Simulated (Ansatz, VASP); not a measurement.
# YSc (YSc in the Bh ordering) in two plane-wave programs

Aim: how closely do two programs agree when they are given the same cell, functional and k mesh? The cell is generated by rule, not measured, and may not be a known phase. The cell is taken from a series of runs on this material, whose earlier steps may have relaxed, scaled, displaced or heated it; both programs get it as it stands.

Main program and level: Ansatz 0.2.0; plane waves, with VASP 6.6.1 beside it; zone-centre phonons at PBEsol.

The structure was built from a prototype and need not be the compound's stable phase.

## 1. Starting point

The structure is hexagonal, space group P-6m2 (No. 187). Conventional cell: a = 3.449 Å, b = 3.449 Å, c = 5.315 Å, α = 90.00°, β = 90.00°, γ = 120.00°. Nearest to Sc lie 6 Y at 3.32 Å and 6 Sc at 3.45 Å. Y has 6 Sc at 3.32 Å and 6 Y at 3.45 Å nearest. Farther neighbours are not listed.

## 2. Ansatz: zone-centre phonons, PBEsol

Ansatz runs on its default PAW (the set named soft_2) files.

Second derivatives magnify differences that forces hide, and they need a tight electronic threshold.

input.yaml

```yaml
crystal:
  lattice:
    - [3.4494148025, 2.8856e-06, 0.0]
    - [-1.7247099003, 2.9872794043, 0.0]
    - [0.0, 0.0, 5.3145291156]
  atoms:
    - { symbol: Sc, position: [0.3333333333, 0.6666666667, 0.25] }
    - { symbol: "Y", position: [0.6666666667, 0.3333333333, 0.75] }
kpoints:
  mp_grid: { grid: [6, 6, 4] }
hamiltonian:
  xc: pbesol
scf:
  occupations: { method: methfessel_paxton, width: 0.2 }
output:
  eigenvalues: true
phonons:
  method: dfpt
  qmesh: [2, 2, 2]
  temperatures: { t_max: 1000, t_step: 50 }
  qpath:
    path:
      - [[0.0, 0.0, 0.0], [0.5, 0.0, 0.0], [0.33333333, 0.33333333, 0.0], [0.0, 0.0, 0.0], [0.0, 0.0, 0.5], [0.5, 0.0, 0.5], [0.33333333, 0.33333333, 0.5], [0.0, 0.0, 0.5]]
      - [[0.5, 0.0, 0.5], [0.5, 0.0, 0.0]]
      - [[0.33333333, 0.33333333, 0.5], [0.33333333, 0.33333333, 0.0]]
    npoints: 10
```

Run with:

```sh
ansatz run input.yaml --threads 4 --pin off --max-ram 8192MiB --backend cpu --events-out ev --progress --plain --runs-dir out
```

Numbers of over 12 decimals in the logs are rounded to 6 here.

What it wrote:

```text
Warning: phonons: the dynamical matrix that this run interpolates holds no multipole term above the dipole-dipole one, and a site of this crystal is no centre of inversion, so its interpolated transverse optical and acoustic branches and sound speeds can stay off near Gamma, and the density of states and the thermodynamics with them. What a run solves at a wave vector of phonons.qpoints, Gamma apart, where the deck admits one, is free of this, and under fd what a larger phonons.supercell samples
Engine: ansatz 0.2.0, aarch64-unknown-linux-gnu
Pseudopotentials: kind: paw
Pseudopotential: Sc, paw, valence charge 11, recommended cutoff 420 eV (normal), Sc.paw.azcp
Pseudopotential: Y, paw, valence charge 11, recommended cutoff 420 eV (normal), Y.paw.azcp
Functional definition: PBEsol
  exchange = pbesol_x
  correlation = pbesol_c
Crystal: 2 atoms, lattice volume = 54.763 Å³
Basis set: ecut = 420 eV, 1085 PW (Γ), exchange–correlation on 48×48×72 points (8 copies of the dense FFT grid, shifted against one another)
Bands: 15, of which v1, the nominal top of the filled ones, is band 11 counted from 1 (10 counted from 0)
Symmetry: 12 space group operations
k-points: 21 of 144 (time reversal used)
Non-local potential: Sc, projectors of the file, l = 0: 3, l = 1: 2, l = 2: 3, l = 3: 1
Non-local potential: Y, projectors of the file, l = 0: 3, l = 1: 2, l = 2: 2, l = 3: 1
PAW form: soft (Blöchl's): semilocal exchange-correlation on the pseudo side does not see the compensation charge
PAW frozen core: Sc, regenerated for the run's functional, and the local potential with it (the file was generated under x = pbe(κ = 0.804, μ = 0.219515), c = pbe(β = 0.066725))
PAW frozen core: Y, regenerated for the run's functional, and the local potential with it (the file was generated under x = pbe(κ = 0.804, μ = 0.219515), c = pbe(β = 0.066725))
PAW one-centre angular grid: Sc, 590 points (default); XC on 64 Gauss nodes
PAW one-centre angular grid: Y, 590 points (default); XC on 64 Gauss nodes
Initial density: superposition of atomic densities (neutral atoms: chi_scale 0, normalization atom), corrected by the library's trained network
Initial wavefunctions: pseudopotential atomic-orbital guess
Functional: x = pbesol(κ = 0.804, μ = 0.123457), c = pbesol(β = 0.046)
SCF iter   1: F=—  HF=-5906.360078 eV  |F-HF|=—  |Δ(HF+E_count)|=         —  Δρ=3.82e-3  dr2=1.02e-2  ethr=1.77e-3  ⟨swp⟩=4.0  Hψ=1235  notcnv=0
preconditioner: auto → none  [metal: Δε(μ)=0.053 eV  Ē_g=2.552 eV  σ=0.200 eV  W_gap=0.22  n_scr=8 (ndim 8)  ℏωp=12.3 eV  f_vac=0.000  D(μ)=4.07/eV (n_scr^D=42)  sad-step TF]
SCF iter   2: F=—  HF=-5906.358534 eV  |F-HF|=—  |Δ(HF+E_count)|=   1.54e-3  S|Δr|=    0.00e0  Δρ=2.16e-3  dr2=3.85e-3  ethr=4.64e-5  ⟨swp⟩=1.5  Hψ=526  notcnv=0
SCF iter   3: F=—  HF=-5906.357950 eV  |F-HF|=—  |Δ(HF+E_count)|=   5.84e-4  S|Δr|=    0.00e0  Δρ=3.19e-4  dr2=1.41e-4  ethr=1.75e-5  ⟨swp⟩=1.8  Hψ=366  notcnv=0
SCF iter   4: F=—  HF=-5906.357934 eV  |F-HF|=—  |Δ(HF+E_count)|=   1.60e-5  S|Δr|=    0.00e0  Δρ=1.91e-4  dr2=1.08e-4  ethr=6.41e-7  ⟨swp⟩=2.8  Hψ=542  notcnv=0
SCF iter   5: F=—  HF=-5906.357921 eV  |F-HF|=—  |Δ(HF+E_count)|=   1.33e-5  S|Δr|=    0.00e0  Δρ=4.88e-5  dr2=5.92e-6  ethr=4.91e-7  ⟨swp⟩=1.1  Hψ=317  notcnv=0
SCF iter   6: F=—  HF=-5906.357922 eV  |F-HF|=—  |Δ(HF+E_count)|=   8.68e-7  S|Δr|=    0.00e0  Δρ=1.63e-5  dr2=6.82e-7  ethr=2.69e-8  ⟨swp⟩=1.1  Hψ=317  notcnv=0
SCF iter   7: F=—  HF=-5906.357921 eV  |F-HF|=—  |Δ(HF+E_count)|=   5.69e-7  S|Δr|=    0.00e0  Δρ=2.92e-6  dr2=1.56e-8  ethr=3.10e-9  ⟨swp⟩=1.4  Hψ=325  notcnv=0
SCF iter   8: F=—  HF=-5906.357921 eV  |F-HF|=—  |Δ(HF+E_count)|=   2.78e-9  S|Δr|=    0.00e0  Δρ=2.69e-7  dr2=1.19e-10  ethr=7.08e-11  ⟨swp⟩=1.9  Hψ=373  notcnv=0
SCF iter   9: F=-5906.357921 eV  HF=-5906.357921 eV  |F-HF|=0.00e0  |Δ(HF+E_count)|=  1.46e-11  S|Δr|=    0.00e0  Δρ=3.06e-8  dr2=2.78e-13  ethr=1.00e-12  ⟨swp⟩=5.0  Hψ=1203  notcnv=0
SCF 1 converged in 9 iterations: F = -5906.357921 eV  dr2 = 2.78e-13
  greatest PAW one-centre occupation: 0.998 electrons in one spin orbital (limit 2), on the Sc atom at site 0 (counted from 0), in its partial waves of l = 0
Initial density: read from a saved state, or passed on in memory by an earlier SCF of this step, an earlier step, the calling program or the single point that the run made first
iter 1 solved again at ethr=4.88e-8 eV; its pass at ethr=3.10e-3 eV (dr2=1.07e-5 eV) is discarded
SCF iter   1: F=—  HF=-5906.357918 eV  |F-HF|=—  |Δ(HF+E_count)|=         —  Δρ=7.08e-7  dr2=2.24e-10  ethr=4.88e-8  ⟨swp⟩=3.0  Hψ=2206  notcnv=0
eigensolver tolerance schedule: the retry pair's looser diagonalisation over-reported the residual by 47987.93 of it (diagonalisation noise at 3.10 of the residual, at the tolerance the schedule requests for it); recorded, not acted on — ethr = c·dr2/N_el stays at c = 1.0e-1
preconditioner: auto → none  [metal: Δε(μ)=0.052 eV  Ē_g=2.534 eV  σ=0.200 eV  W_gap=0.22  n_scr=8 (ndim 8)  ℏωp=12.3 eV  f_vac=0.000  D(μ)=4.11/eV (n_scr^D=42)]
SCF iter   2: F=—  HF=-5906.357921 eV  |F-HF|=—  |Δ(HF+E_count)|=   2.88e-6  S|Δr|=    0.00e0  Δρ=5.05e-7  dr2=1.98e-10  ethr=1.02e-12  ⟨swp⟩=3.0  Hψ=758  notcnv=0
SCF iter   3: F=—  HF=-5906.357921 eV  |F-HF|=—  |Δ(HF+E_count)|=  4.00e-11  S|Δr|=    0.00e0  Δρ=2.72e-7  dr2=3.43e-11  ethr=1.00e-12  ⟨swp⟩=1.0  Hψ=315  notcnv=0
SCF iter   4: F=—  HF=-5906.357921 eV  |F-HF|=—  |Δ(HF+E_count)|=  5.46e-12  S|Δr|=    0.00e0  Δρ=2.03e-7  dr2=1.92e-11  ethr=1.00e-12  ⟨swp⟩=1.0  Hψ=315  notcnv=0
SCF iter   5: F=-5906.357921 eV  HF=-5906.357921 eV  |F-HF|=0.00e0  |Δ(HF+E_count)|=  7.28e-12  S|Δr|=    0.00e0  Δρ=1.11e-7  dr2=5.42e-12  ethr=1.00e-12  ⟨swp⟩=1.0  Hψ=714  notcnv=0
SCF 2 converged in 5 iterations: F = -5906.357921 eV  dr2 = 5.42e-12
phonons: the bands overlap, so this run is a metal and interpolates without the dipole-dipole term. If the crystal is really an insulator or semiconductor, its LO-TO splitting is missing
NSCF: frozen V_eff on 21 k-points
NSCF: frozen V_eff on 60 k-points
DFPT response loops at q = (0, 0, 0) (fractional): preconditioner auto → Kerker (q_TF=auto, 2.344 Å⁻¹) (partly filled bands, converged f_vac=0.000); β = 1.00, the filter's whole step (`scf.mixing.beta` (0.50) is not read by the response loops under this deck's `scf.mixing.preconditioner`; to damp them name `kerker` or `kerker_dos`, under which they read `scf.mixing.beta`, and type it under 1.00, their step now; both keys bind the ground state too); Broyden in place of MSR1
NSCF: frozen V_eff on 120 k-points
DFPT response loops at q = (0, 0, -0.5) (fractional): mixed as the last ones told, above
NSCF: frozen V_eff on 120 k-points
DFPT response loops at q = (0, -0.5, 0) (fractional): mixed as the last ones told, above
NSCF: frozen V_eff on 120 k-points
DFPT response loops at q = (0, -0.5, -0.5) (fractional): mixed as the last ones told, above
SCF converged after 9 iterations
Stability not checked: this state was not tested for a lower state beside it, because cold or Methfessel-Paxton smearing, or corrected tetrahedra, fill the levels in a way that the test cannot read (fill_not_monotonic; see scf.lower_state_search)
Free energy (F): -5906.357921 eV
Harris-Foulkes:  -5906.357921 eV  (|F-HF|=0.00e0)
Internal energy: -5906.351908 eV  (E = F + TS)
E sigma→0 (E₀):  -5906.356418 eV
Entropy (-TS):   -0.006013 eV (-3.007 meV/atom)
Fermi energy:    9.792730 eV
--- Per-component energies (eV) ---
  E_band       = -277.869157
  E_kinetic    = 565.972627
  E_local      = -1436.569220  (includes V_loc(G=0)·N_el)
  E_nonlocal   = 136.429156
  E_hartree    = 476.677646
  E_xc         = -274.774012
  E_vxc        = -326.347814  (∫ρ·V_xc dr)
  E_paw        = -3705.567681  (= ΣΔE_a)
  E_vpaw       = -170.709206  (= ΣTr[D̂ρ^β])
  E_aug_tail   = 0.000012  (compensation charges beyond the density's cutoff)
  E_ewald      = -1668.798234
  E_core_change = 0.277798  (= ΣΔE_core)
  E_smearing   = -0.006013  (= −TS)
  E_closure    = 0.000000  (closes the sum)
  Σ components = -5906.357921   (vs F -5906.357921, Δ=0.00e0)
--- Band table (eV; the first three rows and the last of 21) ---
  k-point 0: bands = [... 7 lower, -12.1494, 4.8041, 7.9226, 10.7743, 11.2830, 11.2830, 11.7185, 12.0036]
  k-point 1: bands = [... 7 lower, -12.1497, 5.2432, 7.5536, 10.4866, 11.1539, 11.1539, 11.4250, 11.6218]
  k-point 2: bands = [... 7 lower, -12.1500, 6.3195, 6.4442, 10.6887, 10.8096, 11.1548, 11.1548, 11.3148]
  k-point 20: bands = [... 7 lower, -12.3867, 9.0758, 9.2081, 9.5647, 9.6494, 10.0589, 10.2391, 12.2586]
--- Phonons (Γ-DFPT): 4 representative perturbations + reference (Σ response iterations 12) ---
  ASR residual: 3.627e-5 → 0.000e0 eV/Å²; symmetrization residual: 4.583e-6 eV/Å²
  ASR residual per site (eV/Å²): 1.54e-5 3.63e-5
  Γ frequencies (cm⁻¹): 0.00 0.00 0.00 109.04 109.04 198.72
--- Phonons (arbitrary-q DFPT): 4 irreducible q on the 2×2×2 mesh ---
  q = [0.0000, 0.0000, 0.0000] (star 1, of the zone-centre solve; hermiticity 1.06e-6, symmetrization 5.28e-7): -0.00 -0.00 0.00 109.04 109.04 198.72
  q = [0.0000, 0.0000, -0.5000] (star 1, 4 solved perturbations in 162 linear systems a pass and spin channel, the states on 60 of 144 k-point pairs; hermiticity 1.95e-6, symmetrization 1.98e-6): 66.76 66.76 93.40 93.40 113.98 163.32
  q = [0.0000, -0.5000, 0.0000] (star 3, 6 solved perturbations in 318 linear systems a pass and spin channel, the states on 60 of 144 k-point pairs; hermiticity 1.17e-4, symmetrization 1.84e-5): 89.18 101.73 141.62 165.11 172.93 189.82
  q = [0.0000, -0.5000, -0.5000] (star 3, 6 solved perturbations in 318 linear systems a pass and spin channel, the states on 60 of 144 k-point pairs; hermiticity 1.29e-4, symmetrization 2.58e-5): 87.82 104.63 125.40 140.10 142.73 177.73
  sum rule: each row above includes the acoustic sum rule's correction from the zone centre's row sums; it moved no ω² by more than (0.33 cm⁻¹)²
  mesh force constants: q→R imaginary residual 7.55e-18; ASR residual 3.627e-5 → 0.000e0 eV/Å²; symmetrization residual 6.217e-15 eV/Å²
  interpolated dispersion: 93 rows × 6 modes
  density of states and harmonic sums: on the 22×22×12 q-mesh, interpolated from the force constants of a 2×2×2 supercell (no non-analytic term)
  largest difference from the sums on the solved wave vectors: F 7.97e-2 eV, S 1.12e-4 and C_V 3.23e-5 eV/K
  zero-point energy: 0.047236 eV/cell   skipped modes (ω ≤ 0): 3   left out of the sums: 8.61e-5 of the cell's modes: C_V's classical limit lies that fraction below 3 k_B per atom; for a crystal, a wire or a layer, F and S can be off by more, and a phonons.interpolated_qmesh denser along its periods is the remedy for the sampling
```

In the SCF lines HF is the Harris–Foulkes energy and dr2 the Hartree energy of the density residual, in eV; the loop may stop once dr2 is under the threshold and the program's other checks hold. Hψ counts applications of the Hamiltonian.

(Part 1 of 2 ends here.)

[Lines on the potential files, build, host, timing and source positions are cut from VASP's logs without a mark.]

[Logs are printed without paths, hosts, clocks, repeated set-up lines and the standing remarks that a program may print on its own settings, such as how far it seeks lower states.]

[Hosts, paths, dates, database ids (printed as entryN), source tags and the programs' standing remarks are cut or masked in the printed files.]
